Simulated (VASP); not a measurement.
All values below come from LDA (Ceperley-Alder, Perdew-Zunger), VASP's LDA PAW potentials (set 64) (plane waves; VASP).

A VASP calculation is set up with these files.

File POSCAR:
```
Mo3Si
1
    4.7396068223     0.0000000000     0.0000000000
    0.0000000000     4.7396068223     0.0000000000
    0.0000000000     0.0000000000     4.7396068223
Si Mo
2 6
Direct
  0.5000000000   0.5000000000   0.5000000000
  0.0000000000   0.0000000000   0.0000000000
  0.2500000000   0.0000000000   0.5000000000
  0.5000000000   0.2500000000   0.0000000000
  0.5000000000   0.7500000000   0.0000000000
  0.7500000000   0.0000000000   0.5000000000
  0.0000000000   0.5000000000   0.7500000000
  0.0000000000   0.5000000000   0.2500000000
```

INCAR:
```
SYSTEM = Mo3Si
PREC = Accurate; ENCUT = 500; LREAL = .FALSE.
LASPH = .TRUE.
EDIFF = 1E-6; NELM = 100; ALGO = Normal
LMAXMIX = 4
ISMEAR = 1; SIGMA = 0.1
IBRION = 2; NSW = 40; ISIF = 3
EDIFFG = -0.02; PSTRESS = 300
LWAVE = .FALSE.; LCHARG = .FALSE.
```

KPOINTS:
```
Automatic
0
Gamma
  7 7 7
```

POTCAR, in this order: Si Mo_sv (LDA.64 set). Program: vasp_std.

The run wrote:

File OSZICAR:
```
       N       E                     dE             d eps       ncg     rms          rms(c)
DAV:   1     0.118961528975E+04    0.11896E+04   -0.53828E+04  2208   0.169E+03
DAV:   2    -0.338831953845E+02   -0.12235E+04   -0.11957E+04  2312   0.558E+02
DAV:   3    -0.900698857113E+02   -0.56187E+02   -0.54415E+02  2825   0.110E+02
DAV:   4    -0.913108496122E+02   -0.12410E+01   -0.12294E+01  2664   0.135E+01
DAV:   5    -0.913308027744E+02   -0.19953E-01   -0.19917E-01  2585   0.172E+00    0.562E+01
DAV:   6    -0.876855112410E+02    0.36453E+01   -0.12170E+01  2492   0.174E+01    0.174E+01
DAV:   7    -0.873268624502E+02    0.35865E+00   -0.94980E-01  2689   0.469E+00    0.416E+00
DAV:   8    -0.872734163982E+02    0.53446E-01   -0.11703E-01  2475   0.128E+00    0.525E-01
DAV:   9    -0.872724649291E+02    0.95147E-03   -0.61511E-03  2553   0.310E-01    0.288E-01
DAV:  10    -0.872723133613E+02    0.15157E-03   -0.71482E-04  2701   0.178E-01    0.923E-02
DAV:  11    -0.872723210727E+02   -0.77114E-05   -0.17448E-05  2490   0.231E-02    0.260E-02
DAV:  12    -0.872723197717E+02    0.13010E-05   -0.50376E-06  2397   0.139E-02    0.495E-03
DAV:  13    -0.872723197998E+02   -0.28174E-07   -0.14258E-07  1529   0.197E-03
   1 F= -.67336338E+02 E0= -.67335872E+02  d E =-.673363E+02
       N       E                     dE             d eps       ncg     rms          rms(c)
DAV:   1    -0.998560811475E+02   -0.12584E+02   -0.45734E+02  2207   0.150E+02    0.814E+01
DAV:   2    -0.846926695885E+02    0.15163E+02   -0.44620E+01  2207   0.427E+01    0.832E+00
DAV:   3    -0.837313126284E+02    0.96136E+00   -0.55054E+00  2507   0.135E+01    0.121E+01
DAV:   4    -0.837871938071E+02   -0.55881E-01   -0.11168E+00  2333   0.331E+00    0.171E+00
DAV:   5    -0.837624294625E+02    0.24764E-01   -0.11004E-01  2434   0.199E+00    0.123E+00
DAV:   6    -0.837518145256E+02    0.10615E-01   -0.45811E-02  2539   0.725E-01    0.399E-01
DAV:   7    -0.837511837660E+02    0.63076E-03   -0.10692E-02  2597   0.448E-01    0.905E-02
DAV:   8    -0.837511715618E+02    0.12204E-04   -0.15250E-04  2544   0.628E-02    0.652E-02
DAV:   9    -0.837511567623E+02    0.14799E-04   -0.41580E-05  2046   0.191E-02    0.289E-02
DAV:  10    -0.837511556390E+02    0.11233E-05   -0.10720E-05  2075   0.118E-02    0.383E-03
DAV:  11    -0.837511556161E+02    0.22903E-07   -0.24007E-07  1436   0.255E-03
   2 F= -.66125010E+02 E0= -.66123600E+02  d E =0.121133E+01
       N       E                     dE             d eps       ncg     rms          rms(c)
DAV:   1    -0.974068682942E+02   -0.13656E+02   -0.30511E+02  2221   0.126E+02    0.398E+01
DAV:   2    -0.871722072327E+02    0.10235E+02   -0.36443E+01  2221   0.358E+01    0.104E+01
DAV:   3    -0.868291820798E+02    0.34303E+00   -0.36016E+00  2522   0.107E+01    0.366E+00
DAV:   4    -0.868361718028E+02   -0.69897E-02   -0.20305E-01  2388   0.164E+00    0.152E+00
DAV:   5    -0.868637085483E+02   -0.27537E-01   -0.86584E-02  2434   0.149E+00    0.130E+00
DAV:   6    -0.868674239569E+02   -0.37154E-02   -0.22308E-03  2576   0.223E-01    0.639E-01
DAV:   7    -0.868689552543E+02   -0.15313E-02   -0.18153E-03  2483   0.154E-01    0.730E-02
DAV:   8    -0.868689410121E+02    0.14242E-04   -0.60529E-05  2342   0.280E-02    0.262E-02
DAV:   9    -0.868689396617E+02    0.13503E-05   -0.46020E-06  2079   0.930E-03    0.508E-03
DAV:  10    -0.868689395715E+02    0.90207E-07   -0.13340E-06  1576   0.461E-03
   3 F= -.67424042E+02 E0= -.67423991E+02  d E =-.877033E-01
       N       E                     dE             d eps       ncg     rms          rms(c)
DAV:   1    -0.868485480069E+02    0.20392E-01   -0.40174E-02  2235   0.142E+00    0.573E-01
DAV:   2    -0.868471854546E+02    0.13626E-02   -0.44995E-03  2263   0.404E-01    0.786E-02
DAV:   3    -0.868471249523E+02    0.60502E-04   -0.47579E-04  2564   0.121E-01    0.743E-02
DAV:   4    -0.868471301903E+02   -0.52380E-05   -0.87304E-05  2321   0.270E-02    0.129E-02
DAV:   5    -0.868471285143E+02    0.16760E-05   -0.14465E-05  2410   0.216E-02    0.153E-02
DAV:   6    -0.868471289600E+02   -0.44568E-06   -0.60659E-07  1394   0.369E-03
   4 F= -.67424231E+02 E0= -.67424199E+02  d E =-.878928E-01
```

**OUTCAR**
```
------------------------ aborting loop because EDIFF is reached ----------------------------------------
  FORCE on cell =-STRESS in cart. coord.  units (eV):
  Direction    XX          YY          ZZ          XY          YZ          ZX
  --------------------------------------------------------------------------------------
  Total       19.3850704     19.3850704     19.3850704     -0.0000000     -0.0000000      0.0000000
  in kB      299.4157290    299.4157290    299.4157290     -0.0000000     -0.0000000      0.0000000
  external PRESSURE =      -0.5842710 kB  Pullay stress =     300.0000000 kB
  volume of cell :      103.73
      direct lattice vectors                 reciprocal lattice vectors
     4.698592534 -0.000000000  0.000000000     0.212829692  0.000000000  0.000000000
    -0.000000000  4.698592534 -0.000000000     0.000000000  0.212829692  0.000000000
    -0.000000000 -0.000000000  4.698592534     0.000000000  0.000000000  0.212829692
 POSITION                                       TOTAL-FORCE (eV/Angst)
 -----------------------------------------------------------------------------------
      2.34930      2.34930      2.34930         0.000000      0.000000     -0.000000
      4.69859      4.69859      4.69859         0.000000      0.000000     -0.000000
      1.17465     -0.00000      2.34930         0.000000     -0.000000      0.000000
      2.34930      1.17465      4.69859         0.000000      0.000000     -0.000000
      2.34930      3.52394     -0.00000        -0.000000     -0.000000      0.000000
      3.52394     -0.00000      2.34930        -0.000000     -0.000000      0.000000
     -0.00000      2.34930      3.52394         0.000000      0.000000     -0.000000
     -0.00000      2.34930      1.17465         0.000000      0.000000      0.000000
 -----------------------------------------------------------------------------------
    total drift:                                0.000000     -0.000000     -0.000000
  FREE ENERGIE OF THE ION-ELECTRON SYSTEM (eV)
  ---------------------------------------------------
  free  energy   TOTEN  =       -86.8471289600 eV

  energy  without entropy=      -86.8470328710  energy(sigma->0) =      -86.84709693
  enthalpy is  TOTEN    =       -67.4242311566 eV   P V=       19.4228978033

 reached required accuracy - stopping structural energy minimisation
```
(Selected blocks of OUTCAR.)

CONTCAR:
```
Mo3Si
   1.00000000000000
     4.6985925338155203   -0.0000000000000000    0.0000000000000000
    -0.0000000000000000    4.6985925338155203   -0.0000000000000000
    -0.0000000000000000   -0.0000000000000000    4.6985925338155203
  Si              Mo
     2     6
Direct
     0.5000000000000000    0.5000000000000000    0.5000000000000000
     1.0000000000000000    1.0000000000000000    1.0000000000000000
     0.2500000000000000    0.0000000000000000    0.5000000000000000
     0.5000000000000000    0.2500000000000000    1.0000000000000000
     0.5000000000000000    0.7500000000000000    0.0000000000000000
     0.7500000000000000    0.0000000000000000    0.5000000000000000
     0.0000000000000000    0.5000000000000000    0.7500000000000000
     0.0000000000000000    0.5000000000000000    0.2500000000000000
```

Energy and stress use the plane-wave basis of the starting cell.

The compound is Mo3Si in the A15 structure. This run relaxes it under an external pressure of 30 GPa. Symmetry was kept, so distortions that lower it aren't found.
